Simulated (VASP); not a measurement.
Output of a VASP run:

**OSZICAR**
```
       N       E                     dE             d eps       ncg     rms          rms(c)
DAV:   1     0.524386555286E+02    0.52439E+02   -0.87513E+03   864   0.130E+03
DAV:   2    -0.313104763947E+02   -0.83749E+02   -0.77983E+02  1196   0.273E+02
DAV:   3    -0.339143741057E+02   -0.26039E+01   -0.25909E+01  1152   0.484E+01
DAV:   4    -0.339300380073E+02   -0.15664E-01   -0.15655E-01  1060   0.383E+00
DAV:   5    -0.339302128889E+02   -0.17488E-03   -0.17485E-03  1124   0.387E-01    0.969E+00
DAV:   6    -0.320429138152E+02    0.18873E+01   -0.52097E+00  1084   0.189E+01    0.457E+00
DAV:   7    -0.318899131321E+02    0.15300E+00   -0.25045E-01  1044   0.482E+00    0.274E+00
DAV:   8    -0.318508882455E+02    0.39025E-01   -0.84908E-02   968   0.261E+00    0.232E-01
DAV:   9    -0.318498795958E+02    0.10086E-02   -0.23984E-03  1104   0.513E-01    0.129E-01
DAV:  10    -0.318499967541E+02   -0.11716E-03   -0.27470E-04  1052   0.175E-01    0.246E-02
DAV:  11    -0.318499934631E+02    0.32910E-05   -0.51645E-05  1108   0.619E-02    0.112E-02
DAV:  12    -0.318499943234E+02   -0.86029E-06   -0.46106E-06  1060   0.223E-02
   1 F= -.31849994E+02 E0= -.31849994E+02  d E =-.318500E+02
       N       E                     dE             d eps       ncg     rms          rms(c)
DAV:   1    -0.318607716376E+02   -0.10778E-01   -0.29858E-01  1000   0.579E+00    0.736E-01
DAV:   2    -0.318504835204E+02    0.10288E-01   -0.27216E-02  1080   0.154E+00    0.225E-01
DAV:   3    -0.318499578880E+02    0.52563E-03   -0.23884E-03  1056   0.436E-01    0.772E-02
DAV:   4    -0.318498448783E+02    0.11301E-03   -0.15318E-04  1032   0.118E-01    0.344E-02
DAV:   5    -0.318498245578E+02    0.20320E-04   -0.35865E-05  1020   0.516E-02    0.138E-02
DAV:   6    -0.318498235054E+02    0.10525E-05   -0.17567E-06   732   0.152E-02    0.163E-03
DAV:   7    -0.318498235385E+02   -0.33159E-07   -0.21873E-07   508   0.562E-03
   2 F= -.31849824E+02 E0= -.31849824E+02  d E =0.170785E-03
       N       E                     dE             d eps       ncg     rms          rms(c)
DAV:   1    -0.318551071940E+02   -0.52837E-02   -0.77928E-02  1000   0.298E+00    0.375E-01
DAV:   2    -0.318524476514E+02    0.26595E-02   -0.69270E-03  1076   0.782E-01    0.117E-01
DAV:   3    -0.318523086521E+02    0.13900E-03   -0.63918E-04  1076   0.226E-01    0.397E-02
DAV:   4    -0.318522816771E+02    0.26975E-04   -0.39531E-05  1028   0.602E-02    0.180E-02
DAV:   5    -0.318522779296E+02    0.37475E-05   -0.94167E-06  1020   0.265E-02    0.720E-03
DAV:   6    -0.318522781185E+02   -0.18894E-06   -0.48667E-07   528   0.797E-03
   3 F= -.31852278E+02 E0= -.31852278E+02  d E =-.228380E-02
```

File OUTCAR:
```
------------------------ aborting loop because EDIFF is reached ----------------------------------------
  FORCE on cell =-STRESS in cart. coord.  units (eV):
  Direction    XX          YY          ZZ          XY          YZ          ZX
  --------------------------------------------------------------------------------------
  Total        0.0005942      0.0005942      0.0034210      0.0000000     -0.0000000      0.0000000
  in kB        0.0400797      0.0400797      0.2307622      0.0000000     -0.0000000      0.0000000
  external PRESSURE =       0.1036405 kB  Pullay stress =       0.0000000 kB
  volume of cell :       23.75
      direct lattice vectors                 reciprocal lattice vectors
     1.274901790 -2.208194896 -0.000000000     0.392187072 -0.226429289  0.000000000
     1.274901790  2.208194896  0.000000000     0.392187072  0.226429289  0.000000000
     0.000000000  0.000000000  4.218512429     0.000000000 -0.000000000  0.237050386
  FREE ENERGIE OF THE ION-ELECTRON SYSTEM (eV)
  ---------------------------------------------------
  free  energy   TOTEN  =       -31.8522781185 eV

  energy  without entropy=      -31.8522781185  energy(sigma->0) =      -31.85227812

 reached required accuracy - stopping structural energy minimisation
```
(Selected blocks of OUTCAR.)

POSCAR:
```
BN
1
    1.2712230378    -2.2018231076    -0.0000000000
    1.2712230378     2.2018231076    -0.0000000000
   -0.0000000000    -0.0000000000     4.2050197319
B N
2 2
Direct
  0.6666670000   0.3333330000   0.5002486094
  0.3333330000   0.6666670000   0.0002486094
  0.6666670000   0.3333330000   0.8747513906
  0.3333330000   0.6666670000   0.3747513906
```

Problem. Write an INCAR and KPOINTS that could have produced this output.

Solution. This is not unique; one that fits is the input of the run itself, rev-vdW-DF2, plane waves, VASP's PBE PAW potentials (set 64).

KPOINTS:
```
Regular mesh
0
G
9 9 5
0 0 0
```

### INCAR
```
! general
SYSTEM   = BN
PREC     = Accurate
ENCUT    = 520
LREAL    = .False.
LASPH    = .True.

! electronic loop
EDIFF    = 1E-6
NELM     = 100
ALGO     = Normal

! smearing
ISMEAR   = 0
SIGMA    = 0.05

! functional
GGA      = MK
LUSE_VDW = .True.
AGGAC    = 0.0
PARAM1   = 0.1234568
PARAM2   = 0.7114
ZAB_VDW  = -1.8867

! ions
IBRION   = 2
NSW      = 60
ISIF     = 3
EDIFFG   = -0.02

! output
LWAVE    = .False.
LCHARG   = .False.
```

POTCAR, in this order: B N (PBE.64 set). Program: vasp_std.

The compound is BN in the wurtzite structure, a metastable high-pressure form. This run relaxes it. Symmetry was kept, so distortions that lower it aren't found. The start is the result of an earlier pass.
